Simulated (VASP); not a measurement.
These are RPBE GGA, VASP's PBE PAW potentials (set 64) (plane waves; VASP) values and carry that method's errors.

VASP input:

**INCAR**
```
! general
SYSTEM   =  Pt3Ti
PREC     =  Accurate
ENCUT    =  520
LREAL    =  .FALSE.   ! projection in real space or not
LASPH    =  .TRUE.   ! aspherical one-centre terms

! electronic loop
EDIFF    =  1E-7   ! SCF stop (eV)
NELM     =  100   ! most electronic steps
ALGO     =  Normal   ! blocked Davidson
LMAXMIX  =  6   ! l cut-off of mixed one-centre charges

! smearing
ISMEAR   =  1   ! Methfessel-Paxton
SIGMA    =  0.1   ! width (eV)

! functional
GGA      =  RP   ! RPBE

! ions
ISIF     =  2   ! forces and stress, cell fixed

! output
LWAVE    =  .FALSE.
LCHARG   =  .FALSE.
```

File POSCAR:
```
Pt3Ti
1
    3.9290783257     0.0000000000     0.0000000000
    0.0000000000     3.9290783257     0.0000000000
    0.0000000000     0.0000000000     3.9290783257
Ti Pt
1 3
Direct
  0.0000000000   0.0000000000   0.0000000000
  0.0000000000   0.5000000000   0.5000000000
  0.5000000000   0.0000000000   0.5000000000
  0.5000000000   0.5000000000   0.0000000000
```

KPOINTS:
```
kpoints
0
Gamma
  8 8 8
```

POTCAR, in this order: Ti_sv Pt (PBE.64 set). Program: vasp_std.

The resulting files:

File OUTCAR:
```
 ion  position               nearest neighbor table
   1  0.000  0.000  0.000-   2 2.78   3 2.78   4 2.78   2 2.78   3 2.78   2 2.78   4 2.78   2 2.78
                             3 2.78   4 2.78   3 2.78   4 2.78
   2  0.000  0.500  0.500-   1 2.78   3 2.78   4 2.78   1 2.78   4 2.78   1 2.78   3 2.78   1 2.78
                             3 2.78   4 2.78   4 2.78   3 2.78
   3  0.500  0.000  0.500-   1 2.78   2 2.78   4 2.78   1 2.78   4 2.78   2 2.78   4 2.78   4 2.78
                             1 2.78   2 2.78   1 2.78   2 2.78
   4  0.500  0.500  0.000-   1 2.78   2 2.78   3 2.78   2 2.78   3 2.78   1 2.78   3 2.78   3 2.78
                             1 2.78   2 2.78   2 2.78   1 2.78
  LATTYP: Found a simple cubic cell.
 ALAT       =     3.9290783257
 Subroutine PRICEL returns:
 Original cell was already a primitive cell.
 Subroutine GETGRP returns: Found 48 space group operations
The static configuration has the point symmetry O_h .
The dynamic configuration has the point symmetry O_h .
 Subroutine INISYM returns: Found 48 space group operations
 Subroutine IBZKPT returns following result:
 Found     35 irreducible k-points:

 Following reciprocal coordinates:
            Coordinates               Weight
  0.000000  0.000000  0.000000      1.000000
  0.125000  0.000000  0.000000      6.000000
  0.250000  0.000000  0.000000      6.000000
  0.375000  0.000000  0.000000      6.000000
  0.500000  0.000000  0.000000      3.000000
  0.125000  0.125000  0.000000     12.000000
  0.250000  0.125000  0.000000     24.000000
  0.375000  0.125000  0.000000     24.000000
  0.500000  0.125000  0.000000     12.000000
  0.250000  0.250000  0.000000     12.000000
  0.375000  0.250000  0.000000     24.000000
  0.500000  0.250000  0.000000     12.000000
  0.375000  0.375000  0.000000     12.000000
  0.500000  0.375000  0.000000     12.000000
  0.500000  0.500000  0.000000      3.000000
  0.125000  0.125000  0.125000      8.000000
  0.250000  0.125000  0.125000     24.000000
  0.375000  0.125000  0.125000     24.000000
  0.500000  0.125000  0.125000     12.000000
  0.250000  0.250000  0.125000     24.000000
  0.375000  0.250000  0.125000     48.000000
  0.500000  0.250000  0.125000     24.000000
  0.375000  0.375000  0.125000     24.000000
  0.500000  0.375000  0.125000     24.000000
  0.500000  0.500000  0.125000      6.000000
  0.250000  0.250000  0.250000      8.000000
  0.375000  0.250000  0.250000     24.000000
  0.500000  0.250000  0.250000     12.000000
  0.375000  0.375000  0.250000     24.000000
  0.500000  0.375000  0.250000     24.000000
  0.500000  0.500000  0.250000      6.000000
  0.375000  0.375000  0.375000      8.000000
  0.500000  0.375000  0.375000     12.000000
  0.500000  0.500000  0.375000      6.000000
  0.500000  0.500000  0.500000      1.000000
   k-points           NKPTS =     35   k-points in BZ     NKDIM =     35   number of bands    NBANDS=     25
   number of dos      NEDOS =    301   number of ions     NIONS =      4
   total plane-waves  NPLWV =  27000
   dimension x,y,z NGX =    30 NGY =   30 NGZ =   30
   dimension x,y,z NGXF=    60 NGYF=   60 NGZF=   60
   ions per type =               1   3
   PREC   = accura    normal or accurate (medium, high low for compatibility)
   ISTART =      0    job   : 0-new  1-cont  2-samecut
   ICHARG =      2    charge: 1-file 2-atom 10-const
   ISPIN  =      1    spin polarized calculation?
   LNONCOLLINEAR =      F non collinear calculations
   LSORBIT =      F    spin-orbit coupling
   INIWAV =      1    electr: 0-lowe 1-rand  2-diag
   ENCUT  =  520.0 eV  38.22 Ry    6.18 a.u.   7.31  7.31  7.31*2*pi/ulx,y,z
   NELM   =    100;   NELMIN=  2; NELMDL= -5     # of ELM steps
   EDIFF  = 0.1E-06   stopping-criterion for ELM
   LREAL  =      F    real-space projection
   NLSPLINE    = F    spline interpolate recip. space projectors
...
```

**OSZICAR**
```
       N       E                     dE             d eps       ncg     rms          rms(c)
DAV:   1     0.386495555244E+03    0.38650E+03   -0.21468E+04  1750   0.181E+03
DAV:   2     0.229820295091E+01   -0.38420E+03   -0.37655E+03  1922   0.450E+02
DAV:   3    -0.292659958540E+02   -0.31564E+02   -0.30415E+02  2611   0.111E+02
DAV:   4    -0.301294652984E+02   -0.86347E+00   -0.86088E+00  2091   0.195E+01
DAV:   5    -0.301576325182E+02   -0.28167E-01   -0.28145E-01  2563   0.344E+00    0.210E+01
DAV:   6    -0.287253106349E+02    0.14323E+01   -0.24981E+01  2485   0.336E+01    0.151E+01
DAV:   7    -0.279782886133E+02    0.74702E+00   -0.32840E+01  2467   0.340E+01    0.102E+01
DAV:   8    -0.272770584734E+02    0.70123E+00   -0.16336E+00  2420   0.100E+01    0.442E+00
DAV:   9    -0.271733614448E+02    0.10370E+00   -0.16777E+00  2569   0.711E+00    0.192E+00
DAV:  10    -0.271391342735E+02    0.34227E-01   -0.21563E-01  2491   0.329E+00    0.322E-01
DAV:  11    -0.271410141509E+02   -0.18799E-02   -0.43955E-03  2416   0.521E-01    0.449E-01
DAV:  12    -0.271392790049E+02    0.17351E-02   -0.13534E-02  2582   0.667E-01    0.927E-02
DAV:  13    -0.271392492648E+02    0.29740E-04   -0.19400E-04  2045   0.101E-01    0.469E-02
DAV:  14    -0.271392502379E+02   -0.97316E-06   -0.23767E-05  2272   0.360E-02    0.431E-02
DAV:  15    -0.271392379364E+02    0.12302E-04   -0.75807E-05  2503   0.569E-02    0.607E-03
DAV:  16    -0.271392384378E+02   -0.50146E-06   -0.12887E-06  2086   0.808E-03    0.441E-03
DAV:  17    -0.271392386265E+02   -0.18864E-06   -0.40806E-07  1525   0.509E-03    0.150E-03
DAV:  18    -0.271392385587E+02    0.67758E-07   -0.43809E-08   980   0.160E-03
   1 F= -.27139239E+02 E0= -.27139046E+02  d E =-.576707E-03
```

### OUTCAR
```
------------------------ aborting loop because EDIFF is reached ----------------------------------------
  FORCE on cell =-STRESS in cart. coord.  units (eV):
  Direction    XX          YY          ZZ          XY          YZ          ZX
  --------------------------------------------------------------------------------------
  Total        2.7675127      2.7675127      2.7675127      0.0000000     -0.0000000      0.0000000
  in kB       73.1018122     73.1018122     73.1018122      0.0000000     -0.0000000      0.0000000
  external PRESSURE =      73.1018122 kB  Pullay stress =       0.0000000 kB
  volume of cell :       60.66
      direct lattice vectors                 reciprocal lattice vectors
     3.929078326  0.000000000  0.000000000     0.254512615  0.000000000  0.000000000
     0.000000000  3.929078326  0.000000000     0.000000000  0.254512615  0.000000000
     0.000000000  0.000000000  3.929078326     0.000000000  0.000000000  0.254512615
 POSITION                                       TOTAL-FORCE (eV/Angst)
 -----------------------------------------------------------------------------------
      0.00000      0.00000      0.00000         0.000000      0.000000      0.000000
      0.00000      1.96454      1.96454         0.000000      0.000000      0.000000
      1.96454      0.00000      1.96454         0.000000      0.000000      0.000000
      1.96454      1.96454      0.00000         0.000000      0.000000      0.000000
 -----------------------------------------------------------------------------------
    total drift:                                0.000000      0.000000     -0.000000
  FREE ENERGIE OF THE ION-ELECTRON SYSTEM (eV)
  ---------------------------------------------------
  free  energy   TOTEN  =       -27.1392385587 eV

  energy  without entropy=      -27.1386618522  energy(sigma->0) =      -27.13904632
```
(Selected blocks of OUTCAR.)

The compound is Pt3Ti in the L1_2 structure. This cell is one point of a volume scan, at 0.97 of the reference volume.
